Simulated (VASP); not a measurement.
Input:

```
CELL_PARAMETERS angstrom
      1.58977    -2.75356     0.00000
      1.58977     2.75356     0.00000
      0.00000     0.00000     5.12533
ATOMIC_POSITIONS crystal
  Zr 0.33333 0.66667 0.25000
  Zr 0.66667 0.33333 0.73049
```

Computed with PBEsol GGA, VASP's PBE PAW potentials (set 64) (plane waves; VASP). Numerical set-up: 480 eV cut-off, 12×12×8 Γ-centred mesh, first-order Methfessel-Paxton smearing of 0.10 eV, potentials Zr_sv.

Question: Give the force on each atom (eV/Å).

Answer: 
| atom | Fx | Fy | Fz |
|---|---|---|---|
| Zr1 | 0.000 | 0.000 | -0.454 |
| Zr2 | 0.000 | 0.000 | 0.454 |

Question: Give the stress tensor in GPa (positive for a compressed cell).

Answer: 
```
0.85  0.00  0.00
0.00  0.85  0.00
0.00  0.00  0.28
```
The pressure is its mean diagonal, 0.66 GPa.

The compound is Zr in the hcp structure. This cell was strained or had an atom moved on purpose.
